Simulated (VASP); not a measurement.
Output of a VASP run:

### OUTCAR
```
 ion  position               nearest neighbor table
   1  0.500  0.000  0.764-   3 2.32   4 2.32   3 2.32   4 2.32   2 3.69   2 3.69   2 3.69   2 3.69
                             2 3.87   2 3.87   2 3.87   2 3.87
   2  0.000  0.500  0.236-   3 2.32   4 2.32   4 2.32   3 2.32   1 3.69   1 3.69   1 3.69   1 3.69
                             1 3.87   1 3.87   1 3.87   1 3.87
   3  0.500  0.500  0.000-   1 2.32   2 2.32   1 2.32   2 2.32
   4  0.000  0.000  0.000-   1 2.32   2 2.32   2 2.32   1 2.32
  LATTYP: Found a simple tetragonal cell.
 ALAT       =     3.9896589096
 C/A-ratio  =     1.2611419513
 Subroutine PRICEL returns:
 Original cell was already a primitive cell.
 Subroutine GETGRP returns: Found 16 space group operations
The static configuration has the point symmetry D_2d.
 The point group associated with its full space group is D_4h.
The dynamic configuration has the point symmetry D_2d.
 Subroutine INISYM returns: Found 16 space group operations
 Subroutine IBZKPT returns following result:
 Found     30 irreducible k-points:

 Following reciprocal coordinates:
            Coordinates               Weight
  0.000000  0.000000  0.000000      1.000000
  0.166667  0.000000  0.000000      4.000000
  0.333333  0.000000  0.000000      4.000000
  0.500000  0.000000  0.000000      2.000000
  0.166667  0.166667  0.000000      4.000000
  0.333333  0.166667  0.000000      8.000000
  0.500000  0.166667  0.000000      4.000000
  0.333333  0.333333  0.000000      4.000000
  0.500000  0.333333  0.000000      4.000000
  0.500000  0.500000  0.000000      1.000000
  0.000000  0.000000  0.200000      2.000000
  0.166667  0.000000  0.200000      8.000000
  0.333333  0.000000  0.200000      8.000000
  0.500000  0.000000  0.200000      4.000000
  0.166667  0.166667  0.200000      8.000000
  0.333333  0.166667  0.200000     16.000000
  0.500000  0.166667  0.200000      8.000000
  0.333333  0.333333  0.200000      8.000000
  0.500000  0.333333  0.200000      8.000000
  0.500000  0.500000  0.200000      2.000000
  0.000000  0.000000  0.400000      2.000000
  0.166667  0.000000  0.400000      8.000000
  0.333333  0.000000  0.400000      8.000000
  0.500000  0.000000  0.400000      4.000000
  0.166667  0.166667  0.400000      8.000000
  0.333333  0.166667  0.400000     16.000000
  0.500000  0.166667  0.400000      8.000000
  0.333333  0.333333  0.400000      8.000000
  0.500000  0.333333  0.400000      8.000000
  0.500000  0.500000  0.400000      2.000000
   k-points           NKPTS =     30   k-points in BZ     NKDIM =     30   number of bands    NBANDS=     24
   number of dos      NEDOS =    601   number of ions     NIONS =      4
   total plane-waves  NPLWV =  36000
   dimension x,y,z NGX =    30 NGY =   30 NGZ =   40
   dimension x,y,z NGXF=    60 NGYF=   60 NGZF=   80
   ions per type =               2   2
   PREC   = accura    normal or accurate (medium, high low for compatibility)
   ISTART =      0    job   : 0-new  1-cont  2-samecut
   ICHARG =      2    charge: 1-file 2-atom 10-const
   ISPIN  =      1    spin polarized calculation?
   LNONCOLLINEAR =      F non collinear calculations
   LSORBIT =      F    spin-orbit coupling
   INIWAV =      1    electr: 0-lowe 1-rand  2-diag
   ENCUT  =  520.0 eV  38.22 Ry    6.18 a.u.   7.42  7.42  9.36*2*pi/ulx,y,z
   NELM   =    100;   NELMIN=  2; NELMDL= -5     # of ELM steps
   EDIFF  = 0.1E-06   stopping-criterion for ELM
   LREAL  =      F    real-space projection
   NLSPLINE    = F    spline interpolate recip. space projectors
   LMAXMIX     =    4 max onsite mixed and CHGCAR
   VOSKOWN=      0    Vosko Wilk Nusair interpolation
   EDIFFG = 0.1E-05   stopping-criterion for IOM
   NSW    =      0    number of steps for IOM
   NBLOCK =      1;   KBLOCK =      1    inner block; outer block
   IBRION =     -1    ionic relax: 0-MD 1-quasi-New 2-CG
   NFREE  =      0    steps in history (QN), initial steepest desc. (CG)
   ISIF   =      2    stress and relaxation
   ISYM   =      2    0-nonsym 1-usesym 2-fastsym
   TEIN   =    0.0    initial temperature
...
```

### OSZICAR
```
       N       E                     dE             d eps       ncg     rms          rms(c)
DAV:   1     0.350469751199E+03    0.35047E+03   -0.20519E+04  1440   0.202E+03
DAV:   2    -0.812089830963E+02   -0.43168E+03   -0.42385E+03  1544   0.510E+02
DAV:   3    -0.141912931583E+03   -0.60704E+02   -0.59693E+02  1936   0.201E+02
DAV:   4    -0.143899872761E+03   -0.19869E+01   -0.19858E+01  1608   0.409E+01
DAV:   5    -0.143974360683E+03   -0.74488E-01   -0.74480E-01  2008   0.759E+00    0.110E+01
DAV:   6    -0.130948258309E+03    0.13026E+02   -0.24797E+01  2368   0.640E+01    0.365E+00
DAV:   7    -0.127704835749E+03    0.32434E+01   -0.26290E+00  1504   0.128E+01    0.226E+00
DAV:   8    -0.132131285380E+03   -0.44264E+01   -0.13371E+00  1832   0.121E+01    0.601E-01
DAV:   9    -0.128105741996E+03    0.40255E+01   -0.59247E-01  1648   0.698E+00    0.374E-01
DAV:  10    -0.128245480330E+03   -0.13974E+00   -0.12241E-01  1616   0.318E+00    0.224E-01
DAV:  11    -0.128276994364E+03   -0.31514E-01   -0.95106E-02  1464   0.285E+00    0.150E-01
DAV:  12    -0.128345859239E+03   -0.68865E-01   -0.37919E-02  1696   0.173E+00    0.549E-02
DAV:  13    -0.128366601884E+03   -0.20743E-01   -0.59482E-03  1688   0.674E-01    0.340E-02
DAV:  14    -0.128371206593E+03   -0.46047E-02   -0.25909E-03  1824   0.545E-01    0.181E-02
DAV:  15    -0.128371464521E+03   -0.25793E-03   -0.20312E-04  1680   0.140E-01    0.105E-02
DAV:  16    -0.128371331184E+03    0.13334E-03   -0.11655E-04  1776   0.110E-01    0.510E-03
DAV:  17    -0.128371444833E+03   -0.11365E-03   -0.13160E-04  1512   0.108E-01    0.359E-03
DAV:  18    -0.128371473254E+03   -0.28421E-04   -0.88461E-06  1640   0.254E-02    0.200E-03
DAV:  19    -0.128371479660E+03   -0.64063E-05   -0.44168E-06  1616   0.221E-02    0.700E-04
DAV:  20    -0.128371479698E+03   -0.37759E-07   -0.48421E-07  1424   0.738E-03
   1 F= -.12837148E+03 E0= -.12837148E+03  d E =0.000000E+00
       N       E                     dE             ncg
       N       E                     dE             ncg
```

OUTCAR:
```
------------------------ aborting loop because EDIFF is reached ----------------------------------------
  FORCE on cell =-STRESS in cart. coord.  units (eV):
  Direction    XX          YY          ZZ          XY          YZ          ZX
  --------------------------------------------------------------------------------------
  Total       -0.0387806     -0.0387806     -0.0688135      0.0000000      0.0000000      0.0000000
  in kB       -0.7758071     -0.7758071     -1.3766173      0.0000000      0.0000000      0.0000000
  external PRESSURE =      -0.9760771 kB  Pullay stress =       0.0000000 kB
  volume of cell :       80.09
      direct lattice vectors                 reciprocal lattice vectors
     3.989658910  0.000000000  0.000000000     0.250647993  0.000000000  0.000000000
     0.000000000  3.989658910  0.000000000     0.000000000  0.250647993  0.000000000
     0.000000000  0.000000000  5.031526222     0.000000000  0.000000000  0.198746853
 POSITION                                       TOTAL-FORCE (eV/Angst)
 -----------------------------------------------------------------------------------
      1.99483      0.00000      3.84382         0.000000      0.000000     -0.007293
      0.00000      1.99483      1.18771        -0.000000      0.000000      0.007293
      1.99483      1.99483      0.00000         0.000000     -0.000000      0.000000
      0.00000      0.00000      0.00000        -0.000000      0.000000      0.000000
 -----------------------------------------------------------------------------------
    total drift:                                0.000000      0.000000      0.000000
  FREE ENERGIE OF THE ION-ELECTRON SYSTEM (eV)
  ---------------------------------------------------
  free  energy   TOTEN  =      -128.3714796979 eV

  energy  without entropy=     -128.3714796979  energy(sigma->0) =     -128.37147970

 total charge

# of ion       s       p       d       tot
------------------------------------------
    1        1.357   0.616   9.870  11.843
    2        1.357   0.616   9.870  11.843
    3        1.580   3.417   0.000   4.997
    4        1.580   3.417   0.000   4.997
--------------------------------------------------
tot          5.874   8.065  19.741  33.680

 Electric field gradients after diagonalization (V/A^2)
 (convention: |V_zz| > |V_xx| > |V_yy|)
----------------------------------------------------------------------
 ion       V_xx      V_yy      V_zz     asymmetry (V_yy - V_xx)/ V_zz
----------------------------------------------------------------------
   1     131.718   131.718  -263.436       0.000
   2     131.718   131.718  -263.436       0.000
   3       0.784     0.784    -1.568       0.000
   4       0.784     0.784    -1.568       0.000
```
(Selected blocks of OUTCAR.)

### POSCAR
```
PbO
1
    3.9896589096     0.0000000000     0.0000000000
    0.0000000000     3.9896589096     0.0000000000
    0.0000000000     0.0000000000     5.0315262222
Pb O
2 2
Direct
  0.5000000000   1.0000000000   0.7639472614
  0.0000000000   0.5000000000   0.2360527386
  0.5000000000   0.5000000000   1.0000000000
  0.0000000000   0.0000000000   1.0000000000
```

Reconstruct the remaining input files.

One answer among several that fit: the input of the run itself, r2SCAN+rVV10, plane waves, VASP's PBE PAW potentials (set 64).

### KPOINTS
```
Automatic mesh
0
Gamma
6 6 5
0 0 0
```

### INCAR
```
EDIFF = 1E-7
LASPH = .TRUE.   ! aspherical one-centre terms
SYSTEM = PbO
NELM = 100   ! most electronic steps
METAGGA = R2SCAN
LCHARG = .FALSE.
ALGO = Normal
LWAVE = .FALSE.
ENCUT = 520   ! plane-wave cut-off (eV)
LMAXMIX = 4
LREAL = .FALSE.   ! projection in real space or not
ISMEAR = -5
ISIF = 2   ! forces and stress, cell fixed
LMIXTAU = .TRUE.
LEFG = .TRUE.
LUSE_VDW = .TRUE.
PREC = Accurate
LORBIT = 11   ! lm-projected
CPARAM = 0.0093
BPARAM = 11.95
NEDOS = 601   ! DOS grid
```

**KPOINTS_OPT**
```
k-points along high-symmetry lines
6
Line-mode
Reciprocal
  0.000000   0.000000   0.000000 ! GAMMA
  0.000000   0.500000   0.000000 ! X

  0.000000   0.500000   0.000000 ! X
  0.500000   0.500000   0.000000 ! M

  0.500000   0.500000   0.000000 ! M
  0.000000   0.000000   0.000000 ! GAMMA

  0.000000   0.000000   0.000000 ! GAMMA
  0.000000   0.000000   0.500000 ! Z

  0.000000   0.000000   0.500000 ! Z
  0.000000   0.500000   0.500000 ! R

  0.000000   0.500000   0.500000 ! R
  0.500000   0.500000   0.500000 ! A

  0.500000   0.500000   0.500000 ! A
  0.000000   0.000000   0.500000 ! Z

  0.000000   0.500000   0.000000 ! X
  0.000000   0.500000   0.500000 ! R

  0.500000   0.500000   0.000000 ! M
  0.500000   0.500000   0.500000 ! A
```

POTCAR, in this order: Pb_d O (PBE.64 set). Program: vasp_std.

The path is coarsely sampled, so an indirect gap can come out somewhat too large.

The compound is PbO in the litharge structure. It was relaxed first.
